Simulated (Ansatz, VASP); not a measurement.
# Cross-check of SnSe2 between VASP and Ansatz, part 2 of 2

One calculation is typed for both programs; each brings its own data sets and cutoff. How far apart do they land?  Other levels of theory on this material are compared in a session of their own.

VASP 6.6.1 and Ansatz 0.2.0.

So far: The structure; Ansatz: band structure, PBE, spin-orbit coupling; VASP: band structure, PBE, spin-orbit coupling.

### Step 3. VASP: band structure, PBE, spin-orbit coupling (continued)

Level of this step: PBE, spin-orbit coupling; plane waves and PAW (Sn_d, Se) (VASP).

Numbers of over 12 decimals in the logs are rounded to 6 here.

From OUTCAR (step 3):

```text
ion  position               nearest neighbor table
   1  0.000  0.000  0.000-   2 2.68   3 2.68   2 2.68   3 2.68   3 2.68   2 2.68
   2  0.333  0.667  0.249-   1 2.68   1 2.68   1 2.68
   3  0.667  0.333  0.751-   1 2.68   1 2.68   1 2.68

  LATTYP: Found a hexagonal cell.
 ALAT       =     3.8110000000
 C/A-ratio  =     1.6100760955

 Subroutine GETGRP returns: Found 12 space group operations
 (whereof 12 operations were pure point group operations)

The static configuration has the point symmetry D_3d.

 Found     12 irreducible k-points:

   k-points           NKPTS =     12   k-points in BZ     NKDIM =     12   number of bands    NBANDS=     38

   dimension x,y,z NGX =    28 NGY =   28 NGZ =   40
   dimension x,y,z NGXF=    56 NGYF=   56 NGZF=   80

   ENCUT  =  400.0 eV  29.40 Ry    5.42 a.u.   6.21  6.21 10.01*2*pi/ulx,y,z

   NELECT =      26.0000    total number of electrons

 k-points in reciprocal lattice and weights: Automatic mesh
   0.00000000  0.00000000  0.00000000       0.013
   0.20000000 -0.00000000  0.00000000       0.080
   0.40000000 -0.00000000  0.00000000       0.080
   0.20000000  0.20000000  0.00000000       0.080
   0.40000000  0.20000000  0.00000000       0.080
   0.00000000  0.00000000  0.33333333       0.027
   0.20000000 -0.00000000  0.33333333       0.080
   0.00000000  0.20000000  0.33333333       0.080
   0.40000000 -0.00000000  0.33333333       0.080
   0.00000000  0.40000000  0.33333333       0.080
   0.20000000  0.20000000  0.33333333       0.160
   0.40000000  0.20000000  0.33333333       0.160

 average (electrostatic) potential at core
       1-102.6666       2 -53.3192       3 -53.3192

 E-fermi :   4.3983

 k-point     1 :       0.0000    0.0000    0.0000
  band No.  band energies     occupation
    ...
     22       3.6503      1.00000
     23       3.9164      1.00000
     24       3.9164      1.00000
     25       4.2339      1.00000
     26       4.2339      1.00000
     27       5.2776      0.00000
     28       5.2776      0.00000
     29       7.0864      0.00000
     30       7.0864      0.00000
     31       8.6194      0.00000
    ...

 k-point     2 :       0.2000   -0.0000    0.0000
  band No.  band energies     occupation
    ...
     22       2.5169      1.00000
     23       3.9655      1.00000
     24       3.9655      1.00000
     25       4.1977      1.00000
     26       4.1977      1.00000
     27       6.4490      0.00000
     28       6.4490      0.00000
     29       7.9395      0.00000
     30       7.9395      0.00000
     31       9.3161      0.00000
    ...

 k-point     3 :       0.4000   -0.0000    0.0000
  band No.  band energies     occupation
    ...
     22       1.6459      1.00000
     23       3.2580      1.00000
     24       3.2580      1.00000
     25       3.9256      1.00000
     26       3.9256      1.00000
     27       5.4650      0.00000
     28       5.4650      0.00000
     29       8.0430      0.00000
     30       8.0430      0.00000
     31       9.6893      0.00000
    ...

  Total        2.5980322      2.5980322      3.1417132      0.0000000      0.0000000      0.0000000
  in kB       53.9338262     53.9338262     65.2203679      0.0000000      0.0000000      0.0000000
  external PRESSURE =      57.6960068 kB  Pullay stress =       0.0000000 kB

  energy-cutoff  :      400.00
  volume of cell :       77.18
      direct lattice vectors                 reciprocal lattice vectors
     3.811000000  0.000000000  0.000000000     0.262398321  0.151495741  0.000000000
    -1.905500000  3.300422814  0.000000000     0.000000000  0.302991482  0.000000000
     0.000000000  0.000000000  6.136000000     0.000000000  0.000000000  0.162972621

 POSITION                                       TOTAL-FORCE (eV/Angst)
 -----------------------------------------------------------------------------------
      0.00000      0.00000      0.00000        -0.000000      0.000000      0.000000
     -0.00000      2.20028      1.52786         0.000000      0.000000      0.766143
      1.90550      1.10014      4.60814        -0.000000     -0.000000     -0.766143
 -----------------------------------------------------------------------------------
    total drift:                                0.000000      0.000000      0.000000

  FREE ENERGIE OF THE ION-ELECTRON SYSTEM (eV)
  ---------------------------------------------------
  free  energy   TOTEN  =       -11.8013362075 eV

  energy  without entropy=      -11.8013362075  energy(sigma->0) =      -11.80133621

 Spin-Orbit-Coupling matrix elements
 Ion:    1  E_soc:     -0.0904736
 Ion:    2  E_soc:     -0.0451152
 Ion:    3  E_soc:     -0.0451152

 total charge
# of ion       s       p       d       tot
------------------------------------------
    1        1.051   1.063  10.117  12.231
    2        1.482   2.339   0.029   3.851
    3        1.482   2.339   0.029   3.851
--------------------------------------------------
tot          4.016   5.742  10.176  19.933

 magnetization (x)
# of ion       s       p       d       tot
------------------------------------------
    1       -0.000   0.000   0.000  -0.000
    2        0.000   0.000  -0.000   0.000
    3        0.000   0.000  -0.000   0.000
--------------------------------------------------
tot         -0.000   0.000  -0.000   0.000

 magnetization (y)
# of ion       s       p       d       tot
------------------------------------------
    1        0.000   0.000   0.000   0.000
    2       -0.000   0.000  -0.000   0.000
    3        0.000   0.000  -0.000  -0.000
--------------------------------------------------
tot         -0.000   0.000  -0.000   0.000

 magnetization (z)
# of ion       s       p       d       tot
------------------------------------------
    1        0.000  -0.000   0.000  -0.000
    2        0.000   0.000   0.000   0.000
    3        0.000   0.000   0.000   0.000
--------------------------------------------------
tot          0.000  -0.000   0.000  -0.000

[... 3 further parts left out ...]
```

At this level the cell is under a pressure of 5.8 GPa, so at these settings it is away from equilibrium.

### Step 4. Side by side

Known differences besides the potentials themselves: spin-orbit coupling enters by fully relativistic files in Ansatz and inside the spheres in VASP; the data sets hold 46 valence electrons in Ansatz (fully relativistic PAW (standard-fr) files) and 26 in VASP; the cutoff is 420 eV in Ansatz and 400 eV in VASP. Total energies have different zeros and are not compared.

Compared:

```
                     quantity  Ansatz   VASP  difference
               pressure (GPa)    5.69   5.77       -0.08
gap over the path points (eV)   0.705  0.697      +0.007
```

Forces (eV/Å; atoms numbered as in POSCAR):

```
atom        Ansatz x, y, z          VASP x, y, z
 Sn1   0.000, 0.000, 0.000   0.000, 0.000, 0.000
 Se2   0.000, 0.000, 0.746   0.000, 0.000, 0.766
 Se3  0.000, 0.000, -0.746  0.000, 0.000, -0.766
```

Levels at points of the path, from each program's valence-band top (eV; 8 filled, then empty):

```
k (reciprocal lattice)                                                                         Ansatz                                                                           VASP
     0.000 0.000 0.000  -0.61 -0.61 -0.60 -0.60 -0.33 -0.33 -0.02 -0.02 1.03 1.03 2.84 2.84 4.36 4.36  -0.61 -0.61 -0.60 -0.60 -0.34 -0.34 -0.02 -0.02 1.02 1.02 2.83 2.83 4.36 4.36
     0.133 0.000 0.000  -1.49 -1.49 -1.21 -1.21 -0.27 -0.27 -0.01 -0.01 2.11 2.11 3.53 3.53 4.42 4.42  -1.49 -1.49 -1.22 -1.22 -0.27 -0.27 -0.01 -0.01 2.11 2.11 3.53 3.53 4.41 4.41
     0.300 0.000 0.000  -2.81 -2.81 -2.28 -2.28 -0.53 -0.53 -0.20 -0.20 1.63 1.63 3.92 3.92 5.42 5.42  -2.81 -2.81 -2.28 -2.28 -0.52 -0.52 -0.21 -0.21 1.62 1.62 3.92 3.92 5.42 5.42
     0.467 0.000 0.000  -3.06 -3.06 -2.69 -2.69 -1.25 -1.25 -0.37 -0.37 1.11 1.11 3.72 3.72 5.40 5.40  -3.06 -3.06 -2.69 -2.69 -1.25 -1.25 -0.37 -0.37 1.10 1.10 3.71 3.71 5.39 5.39
     0.467 0.067 0.000  -3.08 -3.08 -2.80 -2.80 -1.29 -1.29 -0.59 -0.59 1.23 1.23 4.01 4.01 5.09 5.09  -3.07 -3.07 -2.81 -2.81 -1.29 -1.29 -0.59 -0.59 1.22 1.22 4.00 4.00 5.08 5.08
     0.411 0.178 0.000  -3.46 -3.46 -2.94 -2.94 -1.47 -1.47 -1.26 -1.26 1.49 1.49 5.25 5.25 5.44 5.44  -3.47 -3.47 -2.94 -2.94 -1.47 -1.47 -1.26 -1.26 1.49 1.49 5.25 5.25 5.43 5.43
     0.356 0.289 0.000  -3.77 -3.77 -3.30 -3.30 -1.70 -1.70 -1.47 -1.47 1.38 1.38 6.34 6.34 6.58 6.58  -3.77 -3.77 -3.31 -3.31 -1.70 -1.70 -1.47 -1.47 1.38 1.38 6.35 6.35 6.58 6.58
     0.289 0.289 0.000  -3.72 -3.72 -3.06 -3.06 -1.86 -1.86 -1.24 -1.24 1.45 1.45 6.17 6.17 6.53 6.53  -3.72 -3.72 -3.06 -3.06 -1.86 -1.86 -1.24 -1.24 1.45 1.45 6.18 6.18 6.53 6.53
     0.178 0.178 0.000  -3.59 -3.59 -1.64 -1.64 -1.45 -1.45 -0.28 -0.28 2.08 2.08 4.94 4.94 5.30 5.30  -3.59 -3.59 -1.64 -1.64 -1.45 -1.45 -0.28 -0.28 2.07 2.07 4.94 4.94 5.29 5.29
     0.067 0.067 0.000    -1.64 -1.64 -0.66 -0.66 -0.50 -0.50 0.00 0.00 1.98 1.98 3.57 3.57 4.20 4.20    -1.65 -1.65 -0.66 -0.66 -0.51 -0.51 0.00 0.00 1.98 1.98 3.56 3.56 4.19 4.19
```

The forces differ by 9.4 meV/Å r.m.s., which is 2.6 % of the r.m.s. force of 0.36 eV/Å (both taken over all components). Among the levels compared at these points, filled levels agree within 6 meV and empty ones within 12 meV. Ansatz's pressure holds a Pulay correction of 0.04 GPa; VASP's holds none.

### Step 5. What came out

- difference in gap over the path points (band structure, PBE, spin-orbit coupling): 0.0074 eV
- r.m.s. force difference (band structure, PBE, spin-orbit coupling): 2.6 % of the r.m.s. force

In words: The r.m.s. force difference is 2.6 % of the r.m.s. force (band structure, PBE, spin-orbit coupling), within the 3 % picked in this series as the mark of a large difference. 7 further runs of this series are not shown here. Such differences can come from data sets, numerical settings and the points named under the comparisons, not from the functional's error against experiment.

[Lines on the potential files, build, host, timing and source positions are cut from VASP's logs without a mark.]

[Logs are printed without paths, hosts, clocks, repeated set-up lines and the standing remarks that a program may print on its own settings, such as how far it seeks lower states.]

[Hosts, paths, dates, database ids (printed as entryN), source tags and the programs' standing remarks are cut or masked in the printed files.]
